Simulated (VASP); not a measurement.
An input for Quantum ESPRESSO's pw.x (written as the equivalent of a VASP run, and not itself run):

```
&CONTROL
  calculation = 'vc-relax'
  pseudo_dir = './pseudo'
  outdir = './out'
  tprnfor = .true.
  tstress = .true.
  nstep = 40
  forc_conv_thr = 0.00078
/
&SYSTEM
  ibrav = 0
  nat = 5
  ntyp = 2
  ecutwfc = 84
  occupations = 'smearing'
  smearing = 'methfessel-paxton'
  degauss = 0.00735
  input_dft = 'pbesol'
/
&ELECTRONS
  conv_thr = 7.3e-08
  electron_maxstep = 100
/
&IONS
/
&CELL
  press = 450
/
ATOMIC_SPECIES
  Mg 24.305 Mg.upf
  Sb 121.760 Sb.upf
CELL_PARAMETERS angstrom
     1.9878269   -3.4430356   -0.0000000
     1.9878269    3.4430356   -0.0000000
    -0.0000000    0.0000000    6.2182715
ATOMIC_POSITIONS crystal
  Mg   0.0000000  0.0000000  1.0000000
  Mg   0.3333330  0.6666670  0.6259983
  Mg   0.6666670  0.3333330  0.3740017
  Sb   0.3333330  0.6666670  0.2077781
  Sb   0.6666670  0.3333330  0.7922219
K_POINTS automatic
  9 9 5 0 0 0
```

Problem. Translate this input to VASP (INCAR, KPOINTS, POSCAR, choice of POTCAR).

Solution. One answer among several that fit: 
### INCAR
```
ALGO = Normal
EDIFF = 1E-6
EDIFFG = -0.02
ENCUT = 500
GGA = PS
IBRION = 2
ISIF = 3
ISMEAR = 1
LASPH = .True.
LCHARG = .False.
LMAXMIX = 4
LREAL = .False.
LWAVE = .False.
NELM = 100
NSW = 40
PREC = Accurate
PSTRESS = 450
SIGMA = 0.1
SYSTEM = Mg3Sb2
```

**POSCAR**
```
Mg3Sb2
1
    1.9878268545    -3.4430356386    -0.0000000000
    1.9878268545     3.4430356386    -0.0000000000
   -0.0000000000     0.0000000000     6.2182714924
Mg Sb
3 2
Direct
  0.0000000000   0.0000000000   1.0000000000
  0.3333330000   0.6666670000   0.6259982550
  0.6666670000   0.3333330000   0.3740017450
  0.3333330000   0.6666670000   0.2077781337
  0.6666670000   0.3333330000   0.7922218663
```

KPOINTS:
```
Automatic mesh
0
Gamma
9 9 5
0 0 0
```

POTCAR, in this order: Mg Sb (PBE.64 set). Program: vasp_std.

The two are equivalent in intent, not identical: the potentials are each code's own (VASP's PAW set, PseudoDojo norm-conserving files in pw.x), so ENCUT and ecutwfc are chosen apart and not converted; conv_thr bounds pw.x's estimated SCF error, while EDIFF bounds the energy change between steps; forc_conv_thr acts on force components and is met together with etot_conv_thr.

The compound is Mg3Sb2 in the a-la2o3 structure. It was relaxed first under an external pressure of 45 GPa.
